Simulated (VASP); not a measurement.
A run of VASP 6.6.1:

Contents of INCAR:

```
PREC = Accurate ; ENCUT = 550
EDIFF = 1E-7 ; ISMEAR = 0
SIGMA = 0.05 ; LREAL = False
LASPH = True ; NELM = 120
ALGO = Fast ; ISIF = 2
LWAVE = False ; LCHARG = False
ISPIN = 2 ; MAGMOM = 0 4
LORBIT = 11 ; LMAXMIX = 4
NBANDS = 24
```

KPOINTS

```
Automatic mesh
0
Gamma
  8 8 8
```

The input POSCAR:

```
MnHg
1.0
    3.3150000000      0.0000000000      0.0000000000
    0.0000000000      3.3150000000      0.0000000000
    0.0000000000      0.0000000000      3.3150000000
Hg Mn
1 1
Direct
    0.0000000000      0.0000000000      0.0000000000
    0.5000000000      0.5000000000      0.5000000000
```

Potentials or basis: VASP PAW LDA potentials, release 64 (Hg_sv_GW, Mn_GW).

Launch:

```sh
$ cat potpaw_LDA.64/Hg_sv_GW/POTCAR potpaw_LDA.64/Mn_GW/POTCAR > POTCAR
$ mpirun -np 1 vasp_std > vasp.out
```

Hardware: 1 thread of Intel(R) Xeon(R) Platinum 8259CL CPU @ 2.50GHz (Skylake/Cascade Lake), with other jobs on the host.

Problem. Estimate the wall time of this run.

Solution. It took 99 s on 1 thread of Intel(R) Xeon(R) Platinum 8259CL CPU @ 2.50GHz (Skylake/Cascade Lake), on a shared host, peak memory 0.2 GiB. Counts: scf iterations 18, k points 35.
